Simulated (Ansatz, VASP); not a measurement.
# Si9Ge55 (Si0.14Ge0.86, diamond-type random alloy) in two plane-wave programs

One calculation is typed for both programs; each brings its own data sets. How far apart do they land? The cell is invented: As first built, before any earlier steps moved the atoms (in the runner's words): 2x2x2 conventional cells of the Ge type (64 atoms: 9 Si, 55 Ge); Ge/Si share their sites, the best of 600 random draws by like-pair counts in two shells; start lattice by linear mixing of the end members' cells; atoms moved at random by 0.02 A. It may not be a known or stable phase. The structure shown is the end of the Ansatz relaxation below.

Program: Ansatz 0.2.0. Level of theory: plane waves, with VASP 6.6.1 beside it; single point at PBEsol. Results are calculated unless marked as measured.

## (1) The structure

The cell holds 64 atoms: 9 Si and 55 Ge. Its edges and angles: a = 11.269 Å, b = 11.269 Å, c = 11.269 Å, α = 90.0°, β = 90.0°, γ = 90.0°. It derives from Ge (Ge type, space group 227), repeated 2×2×2. As first built, before any earlier steps moved the atoms (in the runner's words): 2x2x2 conventional cells of the Ge type (64 atoms: 9 Si, 55 Ge); Ge/Si share their sites, the best of 600 random draws by like-pair counts in two shells; start lattice by linear mixing of the end members' cells; atoms moved at random by 0.02 A.

## (2) Ansatz: relaxation, PBEsol

Ansatz runs on its default PAW (the set named soft_2) files.

This run makes the geometry at which the two programs are then compared.

Input file input.yaml:

```yaml
crystal:
  lattice:
    - [11.25104, 0.0, 0.0]
    - [0.0, 11.25104, 0.0]
    - [0.0, 0.0, 11.25104]
  atoms:
    - { symbol: Si, position: [0.37499, 0.87436, 0.37508] }
    - { symbol: Si, position: [0.99833, 0.49743, 0.74892] }
    - { symbol: Si, position: [0.37218, 0.87672, 0.87268] }
    - { symbol: Si, position: [0.49795, 0.25384, 0.9986] }
    - { symbol: Si, position: [0.7463, 0.49775, 0.99542] }
    - { symbol: Si, position: [0.874, 0.62626, 0.1232] }
    - { symbol: Si, position: [0.50027, 0.50066, 0.75128] }
    - { symbol: Si, position: [0.62532, 0.62693, 0.87223] }
    - { symbol: Si, position: [0.74992, 0.50065, 0.4958] }
    - { symbol: Ge, position: [0.00155, 0.00158, 0.24953] }
    - { symbol: Ge, position: [0.12674, 0.37879, 0.12757] }
    - { symbol: Ge, position: [7.0e-05, 0.24965, 0.0005] }
    - { symbol: Ge, position: [0.1222, 0.12406, 0.37461] }
    - { symbol: Ge, position: [0.24855, 0.00084, 0.99745] }
    - { symbol: Ge, position: [0.3757, 0.37265, 0.37676] }
    - { symbol: Ge, position: [0.24925, 0.24872, 0.24987] }
    - { symbol: Ge, position: [0.3768, 0.12396, 0.12595] }
    - { symbol: Ge, position: [0.00025, 0.99732, 0.75045] }
    - { symbol: Ge, position: [0.12419, 0.37576, 0.62677] }
    - { symbol: Ge, position: [0.99841, 0.24957, 0.49984] }
    - { symbol: Ge, position: [0.12406, 0.12608, 0.87251] }
    - { symbol: Ge, position: [0.25056, 0.99895, 0.50005] }
    - { symbol: Ge, position: [0.3738, 0.37276, 0.87468] }
    - { symbol: Ge, position: [0.2503, 0.25134, 0.75145] }
    - { symbol: Ge, position: [0.37413, 0.12572, 0.62905] }
    - { symbol: Ge, position: [0.99917, 0.50308, 0.24619] }
    - { symbol: Ge, position: [0.12677, 0.87472, 0.12556] }
    - { symbol: Ge, position: [0.99705, 0.75091, 0.99954] }
    - { symbol: Ge, position: [0.12487, 0.62371, 0.3718] }
    - { symbol: Ge, position: [0.24755, 0.49977, 0.99965] }
    - { symbol: Ge, position: [0.25068, 0.74857, 0.24854] }
    - { symbol: Ge, position: [0.37739, 0.62646, 0.12705] }
    - { symbol: Ge, position: [0.12641, 0.8745, 0.62628] }
    - { symbol: Ge, position: [0.99766, 0.75207, 0.50164] }
    - { symbol: Ge, position: [0.124, 0.62816, 0.87771] }
    - { symbol: Ge, position: [0.25041, 0.50024, 0.50216] }
    - { symbol: Ge, position: [0.24767, 0.75106, 0.75048] }
    - { symbol: Ge, position: [0.37266, 0.62215, 0.62454] }
    - { symbol: Ge, position: [0.50151, 0.00175, 0.2518] }
    - { symbol: Ge, position: [0.62422, 0.37611, 0.12363] }
    - { symbol: Ge, position: [0.62178, 0.125, 0.37906] }
    - { symbol: Ge, position: [0.75677, 0.99928, 0.99875] }
    - { symbol: Ge, position: [0.87462, 0.37472, 0.37329] }
    - { symbol: Ge, position: [0.75163, 0.24837, 0.25038] }
    - { symbol: Ge, position: [0.8738, 0.12424, 0.12621] }
    - { symbol: Ge, position: [0.50142, 0.99944, 0.74668] }
    - { symbol: Ge, position: [0.62399, 0.37457, 0.62566] }
    - { symbol: Ge, position: [0.50072, 0.25128, 0.49995] }
    - { symbol: Ge, position: [0.62446, 0.12544, 0.87287] }
    - { symbol: Ge, position: [0.75056, 0.99941, 0.50165] }
    - { symbol: Ge, position: [0.87843, 0.37448, 0.87767] }
    - { symbol: Ge, position: [0.74905, 0.2511, 0.74829] }
    - { symbol: Ge, position: [0.87472, 0.12603, 0.62874] }
    - { symbol: Ge, position: [0.50134, 0.4988, 0.25213] }
    - { symbol: Ge, position: [0.62559, 0.87577, 0.12449] }
    - { symbol: Ge, position: [0.50504, 0.7523, 0.99899] }
    - { symbol: Ge, position: [0.62512, 0.62599, 0.37673] }
    - { symbol: Ge, position: [0.87417, 0.87403, 0.37425] }
    - { symbol: Ge, position: [0.7493, 0.74827, 0.24985] }
    - { symbol: Ge, position: [0.62542, 0.87507, 0.62357] }
    - { symbol: Ge, position: [0.50036, 0.75271, 0.49814] }
    - { symbol: Ge, position: [0.87232, 0.87182, 0.8734] }
    - { symbol: Ge, position: [0.75, 0.74985, 0.75103] }
    - { symbol: Ge, position: [0.87822, 0.62641, 0.62477] }
kpoints:
  mp_grid: { grid: [2, 2, 2], shift: [0.5, 0.5, 0.5] }
hamiltonian:
  xc: pbesol
scf:
  occupations: { method: fermi_dirac, width: 0.01 }
output:
  forces: true
  stress: true
relax:
  f_tol: 0.02
  max_steps: 45
  cell: { stress_tol: 0.1 }
```

Command:

```bash
$ ansatz run input.yaml --threads 32 --pin off --max-ram 143360MiB --backend cuda --events-out ev --progress --plain --runs-dir out
```

Numbers of over 12 decimals in the logs are rounded to 6 here.

The program printed:

```text
Engine: ansatz 0.2.0, aarch64-unknown-linux-gnu
Pseudopotentials: kind: paw
Pseudopotential: Si, paw, valence charge 4, recommended cutoff 420 eV (normal), Si.paw.azcp
Pseudopotential: Ge, paw, valence charge 14, recommended cutoff 420 eV (normal), Ge.paw.azcp
device memory: the entry about to start is reckoned to put 19.2 GiB on a device that reports 182.5 GiB free
GPU FFT provider: cuFFT
GPU libraries: cuBLAS 13.8.1, cuFFT 12.4.0, cuSOLVER 12.3.2
GPU matrix products: emulated (plane waves: as basis.precision tells), large ones in fixed point in workspaces of 1.00 GiB
Crystal: 64 atoms, lattice volume = 1424.223 Å³
Basis set: ecut = 420 eV, 27825 PW (Γ), exchange–correlation on 160×160×160 points (8 copies of the dense FFT grid, shifted against one another)
Bands: 484, of which v1, the nominal top of the filled ones, is band 403 counted from 1 (402 counted from 0)
k-points: 4 of 8 (time reversal used)
PAW frozen core: Si, regenerated for the run's functional, and the local potential with it (the file was generated under x = pbe(κ = 0.804, μ = 0.219515), c = pbe(β = 0.066725))
PAW frozen core: Ge, regenerated for the run's functional, and the local potential with it (the file was generated under x = pbe(κ = 0.804, μ = 0.219515), c = pbe(β = 0.066725))
GPU buffer pool allocated for 512000 grid points (all kernels)
GPU transforms: local potential and band sums: pruned to the plane-wave sphere, on 75×75×75
relax step   1: F+E_penalty+E_count = -239534.41719756 eV  Δ(F+E_penalty+E_count) = +0.000e0 eV  max|allowed force component| = 8.825e-1 eV/Å  Δτ_max = 0.0000 Å  P = +0.466 GPa  Ω = 1424.223 Å³  (9 SCF iters, dr2 threshold 1.00e-7 eV, accepted)
[...]
relax step   2: F+E_penalty+E_count = -239535.12872906 eV  Δ(F+E_penalty+E_count) = -7.115e-1 eV  max|allowed force component| = 1.299e-1 eV/Å  Δτ_max = 0.0925 Å  P = +0.107 GPa  Ω = 1428.917 Å³  energy of the carried Pulay correction = -7.019e-4 eV  (7 SCF iters, dr2 threshold 6.40e-6 eV, accepted)
[...]
relax step   3: F+E_penalty+E_count = -239535.15107976 eV  Δ(F+E_penalty+E_count) = -2.235e-2 eV  max|allowed force component| = 1.055e-2 eV/Å  Δτ_max = 0.0198 Å  P = -0.006 GPa  Ω = 1431.111 Å³  energy of the carried Pulay correction = -1.029e-3 eV  (6 SCF iters, dr2 threshold 1.05e-6 eV, accepted)
[...]
relax step   4: F+E_penalty+E_count = -239535.15255300 eV  Δ(F+E_penalty+E_count) = -1.473e-3 eV  max|allowed force component| = 2.318e-3 eV/Å  Δτ_max = 0.0025 Å  P = +0.000 GPa  Ω = 1430.989 Å³  energy of the carried Pulay correction = -1.011e-3 eV  (6 SCF iters, dr2 threshold 4.33e-8 eV, accepted)
[...]
relax step   5: F+E_penalty+E_count = -239535.15325605 eV  Δ(F+E_penalty+E_count) = -7.030e-4 eV  max|allowed force component| = 2.320e-3 eV/Å  Δτ_max = 0.0000 Å  P = +0.001 GPa  Ω = 1430.989 Å³  stress off target by 3.41e-3 GPa  SCF on the basis re-selected at this cell (its energy is not comparable with the rows above)  (5 SCF iters)
basis re-selected at this cell: Δ(F+E_penalty+E_count) = -7.030e-4 eV, ΔP = +0.001 GPa vs the last step (what re-selecting the basis moved, of the pressure what is left beyond the Pulay correction that the steps carried, after the strain that the cell walked since its last selection, with what the two solves' SCF thresholds leave and, on support functions, any second-order correction that the steps lacked; it is no m [...]
SCF converged after 5 iterations
Free energy (F): -239535.153256 eV
Internal energy: -239535.153256 eV  (E = F + TS)
E sigma→0 (E₀):  -239535.153256 eV
Fermi energy:    8.146138 eV
--- Forces (eV/Å), atoms counted from 1 ---
  max |Σ_I F_I| component: 1.68e-6 eV/Å
--- Stress (GPa, compression-positive) ---
        0.002619       0.001460      -0.000465
        0.001460      -0.001378      -0.000797
       -0.000465      -0.000797       0.001824
  P = ⅓ Tr σ = 0.0010 GPa (0.010 kbar)
--- Band table (eV) ---
--- Relaxed structure (4 steps of the walk, 4 accepted, 1 SCFs on fresh bases) ---
  F+E_penalty+E_count = -239535.15325605 eV   max|allowed force component| = 2.320e-3 eV/Å   (the final SCF, on the basis selected at the relaxed cell)
  cell:  # Å, volume = 1430.9886 Å³
    - [11.268654, -0.000292135, -0.000702145]
    - [-0.000292135, 11.269058, -0.000258766]
    - [-0.000702145, -0.000258766, 11.268770]
  atoms:
    [... one line an atom ...]
```

## (3) VASP: single point, PBEsol

The same cell, functional, mesh and smearing now go to VASP, with its own data sets.

Lines of VASP's logs that name or quote its potential files are left out, and so is its time.

Input file INCAR:

```
SYSTEM = Si9Ge55
PREC = Accurate
ENCUT = 410
EDIFF = 1E-06
NELM = 120
ISMEAR = -1
SIGMA = 0.01
LREAL = Auto
ALGO = Normal
GGA = PS
NBANDS = 472
LORBIT = 11
LWAVE = .FALSE.
LCHARG = .FALSE.
ISIF = 2
ISYM = 0
LASPH = .TRUE.
GGA_COMPAT = .FALSE.
EFERMI = MIDGAP
KPAR = 4
```

Input file POSCAR:

```
Si9Ge55
1.0
   11.2686540000     -0.0002920000     -0.0007020000
   -0.0002920000     11.2690580000     -0.0002590000
   -0.0007020000     -0.0002590000     11.2687700000
Si Ge
9 55
Direct
    0.3752600000      0.8747900000      0.3748000000
    0.9989700000      0.5004400000      0.7500200000
    0.3754700000      0.8738700000      0.8749200000
    0.5007700000      0.2514600000      0.9996600000
    0.7489600000      0.5037100000      0.9986100000
    0.8716100000      0.6229000000      0.1218900000
    0.5033800000      0.5018700000      0.7524900000
    0.6248900000      0.6218300000      0.8754500000
    0.7496200000      0.5004800000      0.5010300000
    0.0002300000      0.0000800000      0.2495600000
    0.1243700000      0.3758900000      0.1249300000
    0.9993200000      0.2514600000      0.9992500000
    0.1253900000      0.1252000000      0.3749600000
    0.2526300000      0.9980300000      0.9977600000
    0.3748700000      0.3752000000      0.3749700000
    0.2501900000      0.2501200000      0.2489800000
    0.3773300000      0.1266200000      0.1224600000
    0.9999000000      0.9995200000      0.7498900000
    0.1228600000      0.3773400000      0.6276500000
    0.9995100000      0.2515100000      0.5002000000
    0.1255300000      0.1251300000      0.8749700000
    0.2520900000      0.9981700000      0.4978000000
    0.3799400000      0.3757700000      0.8746300000
    0.2507800000      0.2513300000      0.7502200000
    0.3749400000      0.1246100000      0.6250000000
    0.9964900000      0.5024600000      0.2474900000
    0.1254800000      0.8742600000      0.1244100000
    0.9974400000      0.7469100000      0.0015900000
    0.1247800000      0.6256900000      0.3743000000
    0.2505200000      0.4999200000      0.9990000000
    0.2521500000      0.7520800000      0.2515900000
    0.3755200000      0.6262600000      0.1243300000
    0.1262200000      0.8745100000      0.6248700000
    0.9993700000      0.7489900000      0.5010900000
    0.1228100000      0.6234200000      0.8731400000
    0.2499300000      0.5006100000      0.5014300000
    0.2516900000      0.7509000000      0.7522900000
    0.3779600000      0.6240000000      0.6281900000
    0.4981400000      0.9980900000      0.2509700000
    0.6256900000      0.3763600000      0.1199200000
    0.6241700000      0.1251300000      0.3749200000
    0.7489900000      0.0006500000      0.0001400000
    0.8720700000      0.3778100000      0.3763300000
    0.7488200000      0.2513600000      0.2490900000
    0.8748500000      0.1257900000      0.1249300000
    0.4978600000      0.9986200000      0.7525900000
    0.6250800000      0.3800100000      0.6256200000
    0.5005600000      0.2514300000      0.5012800000
    0.6225100000      0.1273400000      0.8767500000
    0.7495800000      0.9995200000      0.5001800000
    0.8743400000      0.3804200000      0.8753600000
    0.7490700000      0.2524700000      0.7508400000
    0.8742600000      0.1257900000      0.6255200000
    0.5010400000      0.4998600000      0.2490700000
    0.6242900000      0.8734000000      0.1243500000
    0.5004800000      0.7489800000      0.9952500000
    0.6271500000      0.6234100000      0.3764800000
    0.8748500000      0.8738200000      0.3742000000
    0.7514800000      0.7467800000      0.2474300000
    0.6240500000      0.8742300000      0.6260800000
    0.4987000000      0.7510000000      0.4982300000
    0.8736300000      0.8736000000      0.8750500000
    0.7474800000      0.7457400000      0.7515300000
    0.8744000000      0.6210400000      0.6254300000
```

Input file KPOINTS:

```
Points of the shifted mesh
8
Reciprocal
 0.2500000000  0.2500000000  0.2500000000 1
 0.2500000000  0.2500000000  0.7500000000 1
 0.2500000000  0.7500000000  0.2500000000 1
 0.2500000000  0.7500000000  0.7500000000 1
 0.7500000000  0.2500000000  0.2500000000 1
 0.7500000000  0.2500000000  0.7500000000 1
 0.7500000000  0.7500000000  0.2500000000 1
 0.7500000000  0.7500000000  0.7500000000 1
```

PAW data sets: Si and Ge_d (PBE family, release 64).

Command:

```bash
$ mpirun -np 8 vasp_std
```

The program printed:

```text
[banner, memory and clock lines left out]
running    8 mpi-ranks, on    1 nodes
[...]
|                                                                             |
|           W    W    AA    RRRRR   N    N  II  N    N   GGGG   !!!           |
|           W    W   A  A   R    R  NN   N  II  NN   N  G    G  !!!           |
|           W    W  A    A  R    R  N N  N  II  N N  N  G       !!!           |
|           W WW W  AAAAAA  RRRRR   N  N N  II  N  N N  G  GGG   !            |
|           WW  WW  A    A  R   R   N   NN  II  N   NN  G    G                |
|           W    W  A    A  R    R  N    N  II  N    N   GGGG   !!!           |
|                                                                             |
|     For optimal performance we recommend to set                             |
|       NCORE = 2 up to number-of-cores-per-socket                            |
|     NCORE specifies how many cores store one orbital (NPAR=cpu/NCORE).      |
|     This setting can greatly improve the performance of VASP for DFT.       |
[...]
|                                                                             |
|     You enforced a specific xc type in the INCAR file but a different       |
|     [... a line on the potential file left out ...]
|     I HOPE YOU KNOW WHAT YOU ARE DOING!                                     |
|                                                                             |

 LDA part: xc-table for (Slater+PW92), standard interpolation
 POSCAR, INCAR and KPOINTS ok, starting setup
[...]
entering main loop
       N       E                     dE             d eps       ncg     rms          rms(c)
DAV:   1     0.134931813452E+05    0.13493E+05   -0.26403E+05  7832   0.401E+03
DAV:   2     0.275810558403E+04   -0.10735E+05   -0.10446E+05  7552   0.954E+02
DAV:   3     0.127482968846E+03   -0.26306E+04   -0.24917E+04  7776   0.277E+02
DAV:   4    -0.297265944274E+03   -0.42475E+03   -0.40170E+03  8544   0.110E+02
[...]
DAV:  15    -0.322711625062E+03    0.27901E-05   -0.10955E-05  8240   0.785E-02    0.318E-03
DAV:  16    -0.322711634122E+03   -0.90596E-05   -0.88688E-05  7544   0.341E-02    0.505E-03
DAV:  17    -0.322711633767E+03    0.35454E-06   -0.13376E-06  4400   0.142E-02
   1 F= -.32271163E+03 E0= -.32271163E+03  d E =-.162832E-15
```

OUTCAR, selected parts (step 3):

```text
  Total       -2.9621541     -2.9960023     -2.9715220      0.0120021      0.0049536      0.0044275
  in kB       -3.3165157     -3.3544131     -3.3270043      0.0134379      0.0055462      0.0049572
  external PRESSURE =      -3.3326444 kB  Pullay stress =       0.0000000 kB

 POSITION                                       TOTAL-FORCE (eV/Angst)
 -----------------------------------------------------------------------------------
      4.22816      9.85785      4.22304         0.000483     -0.001043      0.000026
     11.25637      5.63900      8.45097        -0.002647      0.001311     -0.002571
      4.23017      9.84736      9.85878         0.000470     -0.001898      0.001569
      5.64223      2.83331     11.26452         0.000063      0.000266     -0.000526
      8.43892      5.67586     11.25245        -0.000001     -0.008149      0.001352
      9.82160      7.01921      1.37278         0.006005      0.003827      0.006561
      5.67174      5.65526      8.47915        -0.004356     -0.005317     -0.004733
      7.04087      7.00703      9.86464        -0.000088      0.010539     -0.000429
      8.44671      5.63959      5.64534        -0.000654      0.000324      0.001631
      0.00242      0.00084      2.81223        -0.001066      0.001293     -0.000807
      1.40129      4.23586      1.40762        -0.000639     -0.001718     -0.001541
     11.26022      2.83317     11.25955         0.001427     -0.002315      0.000686
      1.41268      1.41075      4.22522         0.001201     -0.000737     -0.000766
      2.84581     11.24653     11.24309        -0.003803      0.003130      0.003853
[...]
-----------------------------------------------------------------------------------
    total drift:                               -0.000832      0.001052     -0.003313

  FREE ENERGIE OF THE ION-ELECTRON SYSTEM (eV)
  ---------------------------------------------------
  free  energy   TOTEN  =      -322.7116337671 eV

  energy  without entropy=     -322.7116337671  energy(sigma->0) =     -322.71163377

[... 2 further parts left out ...]
```

The run ends at a pressure of -0.33 GPa, with forces up to 0.011 eV/Å.

## (4) Differences

Known differences besides the potentials themselves: the cutoff is 420 eV in Ansatz and 410 eV in VASP (PREC = Accurate, projectors in real space); Ansatz makes its cores anew for this functional, VASP keeps those of its PBE data sets. Total energies have different zeros and are not compared.

Both answers:

```csv
quantity,Ansatz,VASP,difference
gap on the k mesh (eV),0.728,0.734,-0.006
```

A gap on the mesh is an upper bound, since the band edges may lie between its points.

## (5) Results

| Quantity | Value |
| --- | --- |
| difference in gap on the k mesh (single point, PBEsol) | -0.0062 eV |

In words: The difference in gap on the k mesh is -0.0062 eV (single point, PBEsol), within the 0.08 eV picked in this series as the mark of a large difference. How closely two codes agree says nothing of how well the functional describes the real material.

[Lines on the potential files, build, host, timing and source positions are cut from VASP's logs without a mark.]

[Logs are printed without paths, hosts, clocks, repeated set-up lines and the standing remarks that a program may print on its own settings, such as how far it seeks lower states.]

[Hosts, paths, dates, database ids (printed as entryN), source tags and the programs' standing remarks are cut or masked in the printed files.]
